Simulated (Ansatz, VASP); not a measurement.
RuC4 in VASP and in Ansatz

```
Ru C
1.0
     2.70523    0.00000    0.00000
    -1.35261    2.34280    0.00000
     0.00000    0.00000    6.19578
Ru C
1 4
Direct
  0.00000 0.00000 0.00000
  0.33333 0.66667 0.78067
  0.33333 0.66667 0.54330
  0.66667 0.33333 0.21933
  0.66667 0.33333 0.45670
```

Change from the starting cell: species swapped into the Co4H type (P-3m1, No. 164).

Alike in both runs: functional PBE; k mesh 18 × 18 × 6; occupations gaussian, width 0.1 eV; no spin polarisation.

Ansatz relaxed the structure, and its values are those at the end. VASP's run is a single point on that final structure, the one shown.

```csv
,VASP,Ansatz
version,VASP 6.6.1,Ansatz 0.2.0
potentials or method,"VASP PAW PBE potentials, release 64 (Ru_pv, C)","scalar-relativistic, plane waves, PAW"
plane-wave cutoff (eV),520,420
valence electrons in the cell,30,32
```

Ansatz gave:

```
gap on the k mesh at the Fermi level (eV) : none
pressure (GPa)                            : 0.0
rms of the force components (eV/Å)        : 0.001
```

Q: What did VASP give for the same quantities?

A: gap on the k mesh at the Fermi level (eV): none; pressure (GPa): 0.3; rms of the force components (eV/Å): 0.017.

A gap of «none» marks a metal or a gap that the smearing closes. The two sets of potentials don't hold the same shells in valence.
